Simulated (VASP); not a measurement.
## AgI (wurtzite): computed properties

All values below come from PBEsol GGA, VASP's PBE PAW potentials (set 64) (plane waves; VASP).

```json
{
  "space_group": "P6_3mc (186)",
  "cell": "a = 4.557 Å, b = 4.557 Å, c = 7.439 Å, α = 90.00°, β = 90.00°, γ = 120.00°",
  "volume_per_atom": "33.44 Å³/atom",
  "band gap (over mesh and band path)": "1.23 eV",
  "smallest direct gap (over mesh and band path)": "1.23 eV",
  "hill_bulk_modulus": "34.4 GPa",
  "hill_shear_modulus": "6.2 GPa",
  "Poisson's ratio": "0.414",
  "band_edge_character": "direct, Γ to Γ",
  "density": "5.83 g/cm³",
  "C11": "43.0 GPa",
  "C12": "31.4 GPa",
  "C13": "28.1 GPa",
  "C33": "48.8 GPa",
  "C44": "5.3 GPa",
  "C66": "5.8 GPa"
}
```

AgI has the hexagonal space group P6₃mc (No. 186), the wurtzite structure, Pearson symbol hP4. Conventional cell: a = 4.5568 Å, b = 4.5568 Å, c = 7.4386 Å, α = 90.00°, β = 90.00°, γ = 120.00°. Ag on 2b has 4 I at 2.788–2.791 Å (tetrahedral). I on 2b has 4 Ag at 2.788–2.791 Å (tetrahedral). (Neighbours: up to the widest gap in distance over summed covalent radii, below 1.35, at either atom; cation-cation and far metal-metal contacts left out.)

Unless said otherwise, spin-orbit coupling is left out, though it shifts the bands of the heavy elements here.

The compound is AgI in the wurtzite structure. It was relaxed first. Symmetry was kept, so distortions that lower it aren't found.
